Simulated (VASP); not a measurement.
All values below come from PBE GGA, VASP's PBE PAW potentials (set 64) (plane waves; VASP).

A VASP calculation is set up with these files.

### KPOINTS
```
Automatic mesh
0
Gamma
16 16 16
0 0 0
```

File POSCAR:
```
Ni
2.4838350
  0.0000000000   0.7071067396   0.7071067396
  0.7071067396   0.0000000000   0.7071067396
  0.7071067396   0.7071067396   0.0000000000
Ni
1
Direct
  0.0000000000   0.0000000000   0.0000000000
```

INCAR:
```
SYSTEM = Ni
PREC = Accurate; ENCUT = 480; LREAL = F
LASPH = T
EDIFF = 1E-7; NELM = 100; ALGO = Normal
LMAXMIX = 4
ISMEAR = 1; SIGMA = 0.1
GGA = PE
ISPIN = 2; MAGMOM = 0.6
ISIF = 2
LWAVE = F; LCHARG = F; LORBIT = 10
```

POTCAR, in this order: Ni (PBE.64 set). Program: vasp_std.

What VASP printed:

**OUTCAR**
```
 ion  position               nearest neighbor table
   1  0.000  0.000  0.000-
  LATTYP: Found a face centered cubic cell.
 ALAT       =     3.5126729370
 Subroutine PRICEL returns:
 Original cell was already a primitive cell.
 Subroutine GETGRP returns: Found 48 space group operations
The static configuration has the point symmetry O_h .
The dynamic configuration has the point symmetry O_h .
The overall configuration has the point symmetry O_h .
 Subroutine INISYM returns: Found 48 space group operations
 Subroutine IBZKPT returns following result:
 Found    145 irreducible k-points:

 Following reciprocal coordinates:
            Coordinates               Weight
  0.000000  0.000000  0.000000      1.000000
  0.062500  0.000000  0.000000      8.000000
  0.125000  0.000000  0.000000      8.000000
  0.187500  0.000000  0.000000      8.000000
  0.250000  0.000000  0.000000      8.000000
  0.312500  0.000000  0.000000      8.000000
  0.375000  0.000000  0.000000      8.000000
  0.437500  0.000000  0.000000      8.000000
  0.500000  0.000000  0.000000      4.000000
  0.062500  0.062500  0.000000      6.000000
  0.125000  0.062500  0.000000     24.000000
  0.187500  0.062500  0.000000     24.000000
  0.250000  0.062500  0.000000     24.000000
  0.312500  0.062500  0.000000     24.000000
  0.375000  0.062500  0.000000     24.000000
  0.437500  0.062500  0.000000     24.000000
  0.500000  0.062500  0.000000     24.000000
 -0.437500  0.062500  0.000000     24.000000
 -0.375000  0.062500  0.000000     24.000000
 -0.312500  0.062500  0.000000     24.000000
 -0.250000  0.062500  0.000000     24.000000
 -0.187500  0.062500  0.000000     24.000000
 -0.125000  0.062500  0.000000     24.000000
 -0.062500  0.062500  0.000000     12.000000
  0.125000  0.125000  0.000000      6.000000
  0.187500  0.125000  0.000000     24.000000
  0.250000  0.125000  0.000000     24.000000
  0.312500  0.125000  0.000000     24.000000
  0.375000  0.125000  0.000000     24.000000
  0.437500  0.125000  0.000000     24.000000
  0.500000  0.125000  0.000000     24.000000
 -0.437500  0.125000  0.000000     24.000000
 -0.375000  0.125000  0.000000     24.000000
 -0.312500  0.125000  0.000000     24.000000
 -0.250000  0.125000  0.000000     24.000000
 -0.187500  0.125000  0.000000     24.000000
 -0.125000  0.125000  0.000000     12.000000
  0.187500  0.187500  0.000000      6.000000
  0.250000  0.187500  0.000000     24.000000
  0.312500  0.187500  0.000000     24.000000
   k-points           NKPTS =    145   k-points in BZ     NKDIM =    145   number of bands    NBANDS=      9
   number of dos      NEDOS =    301   number of ions     NIONS =      1
   total plane-waves  NPLWV =   5832
   dimension x,y,z NGX =    18 NGY =   18 NGZ =   18
   dimension x,y,z NGXF=    36 NGYF=   36 NGZF=   36
   ions per type =               1
   PREC   = accura    normal or accurate (medium, high low for compatibility)
   ISTART =      0    job   : 0-new  1-cont  2-samecut
   ICHARG =      2    charge: 1-file 2-atom 10-const
   ISPIN  =      2    spin polarized calculation?
   LNONCOLLINEAR =      F non collinear calculations
   LSORBIT =      F    spin-orbit coupling
   INIWAV =      1    electr: 0-lowe 1-rand  2-diag
   ENCUT  =  480.0 eV  35.28 Ry    5.94 a.u.   4.44  4.44  4.44*2*pi/ulx,y,z
   NELM   =    100;   NELMIN=  2; NELMDL= -5     # of ELM steps
   EDIFF  = 0.1E-06   stopping-criterion for ELM
   LREAL  =      F    real-space projection
   NLSPLINE    = F    spline interpolate recip. space projectors
   LMAXMIX     =    4 max onsite mixed and CHGCAR
...
```

### OSZICAR
```
       N       E                     dE             d eps       ncg     rms          rms(c)
DAV:   1     0.213591372379E+02    0.21359E+02   -0.46087E+03  5396   0.135E+03
DAV:   2    -0.611803245093E+01   -0.27477E+02   -0.26420E+02  5275   0.161E+02
DAV:   3    -0.648987719212E+01   -0.37184E+00   -0.37131E+00  6137   0.251E+01
DAV:   4    -0.649333182105E+01   -0.34546E-02   -0.34542E-02  6034   0.208E+00
DAV:   5    -0.649343059677E+01   -0.98776E-04   -0.98775E-04  5983   0.302E-01    0.995E+00
DAV:   6    -0.581524596785E+01    0.67818E+00   -0.16993E+01  5464   0.668E+01    0.594E+00
DAV:   7    -0.548895530079E+01    0.32629E+00   -0.28460E+00  5506   0.257E+01    0.192E+00
DAV:   8    -0.547328531748E+01    0.15670E-01   -0.21339E-02  7358   0.171E+00    0.930E-01
DAV:   9    -0.547097772511E+01    0.23076E-02   -0.17044E-03  7667   0.413E-01    0.250E-01
DAV:  10    -0.547045377847E+01    0.52395E-03   -0.69846E-04  6815   0.227E-01    0.340E-02
DAV:  11    -0.547045767111E+01   -0.38926E-05   -0.23195E-05  6826   0.578E-02    0.318E-02
DAV:  12    -0.547045843308E+01   -0.76197E-06   -0.93287E-07  6403   0.124E-02    0.839E-03
DAV:  13    -0.547045849327E+01   -0.60192E-07   -0.33342E-07  4808   0.660E-03
   1 F= -.54704585E+01 E0= -.54706096E+01  d E =0.453198E-03  mag=     0.5935
```

### OUTCAR
```
------------------------ aborting loop because EDIFF is reached ----------------------------------------
  FORCE on cell =-STRESS in cart. coord.  units (eV):
  Direction    XX          YY          ZZ          XY          YZ          ZX
  --------------------------------------------------------------------------------------
  Total        0.0369322      0.0369322      0.0369322      0.0000000      0.0000000      0.0000000
  in kB        5.4608783      5.4608783      5.4608783      0.0000000      0.0000000      0.0000000
  external PRESSURE =       5.4608783 kB  Pullay stress =       0.0000000 kB
  volume of cell :       10.84
      direct lattice vectors                 reciprocal lattice vectors
     0.000000000  1.756336469  1.756336469    -0.284683493  0.284683493  0.284683493
     1.756336469  0.000000000  1.756336469     0.284683493 -0.284683493  0.284683493
     1.756336469  1.756336469  0.000000000     0.284683493  0.284683493 -0.284683493
 POSITION                                       TOTAL-FORCE (eV/Angst)
 -----------------------------------------------------------------------------------
      0.00000      0.00000      0.00000         0.000000      0.000000      0.000000
 -----------------------------------------------------------------------------------
    total drift:                                0.000000     -0.000000     -0.000000
  FREE ENERGIE OF THE ION-ELECTRON SYSTEM (eV)
  ---------------------------------------------------
  free  energy   TOTEN  =        -5.4704584933 eV

  energy  without entropy=       -5.4709116910  energy(sigma->0) =       -5.47060956

 total charge

# of ion       s       p       d       tot
------------------------------------------
    1        0.498   0.501   8.318   9.317

 magnetization (x)

# of ion       s       p       d       tot
------------------------------------------
    1       -0.007  -0.025   0.637   0.605
```
(Selected blocks of OUTCAR.)

### OUTCAR
```
 val. band max:        9.4444962978   @ k =   0.3750   0.2500   0.0000

 cond. band min:       9.4469227439   @ k =  -0.3750   0.1875   0.0625


 Fermi energy:         9.4463661004

 spin component 1

 k-point     1 :       0.0000    0.0000    0.0000
  band No.  band energies     occupation
      1       0.3968      1.00000
      2       7.0079      1.00000
      3       7.0079      1.00000
      4       7.0079      1.00000
      5       8.1970      1.00000
      6       8.1970      1.00000
      7      33.1912      0.00000
      8      37.0882      0.00000
      9      37.0882      0.00000

 k-point     2 :       0.0625    0.0000    0.0000
  band No.  band energies     occupation
      1       0.5501      1.00000
      2       6.9683      1.00000
      3       7.0422      1.00000
      4       7.0422      1.00000
      5       8.1824      1.00000
      6       8.1824      1.00000
      7      32.6805      0.00000
      8      35.2947      0.00000
      9      36.7267      0.00000

 k-point     3 :       0.1250    0.0000    0.0000
  band No.  band energies     occupation
      1       1.0015      1.00000
      2       6.8643      1.00000
      3       7.1287      1.00000
      4       7.1287      1.00000
      5       8.1543      1.00000
      6       8.1543      1.00000
      7      30.2876      0.00000
      8      34.2300      0.00000
      9      36.0579      0.00000

 k-point     4 :       0.1875    0.0000    0.0000
  band No.  band energies     occupation
      1       1.7205      1.00000
      2       6.7410      1.00000
      3       7.2161      1.00000
      4       7.2161      1.00000
      5       8.1612      1.00000
      6       8.1612      1.00000
      7      27.0853      0.00000
      8      33.8073      0.00000
      9      35.4316      0.00000

 k-point     5 :       0.2500    0.0000    0.0000
  band No.  band energies     occupation
      1       2.6339      1.00000
...
```

The compound is Ni in the fcc structure. It was relaxed first.
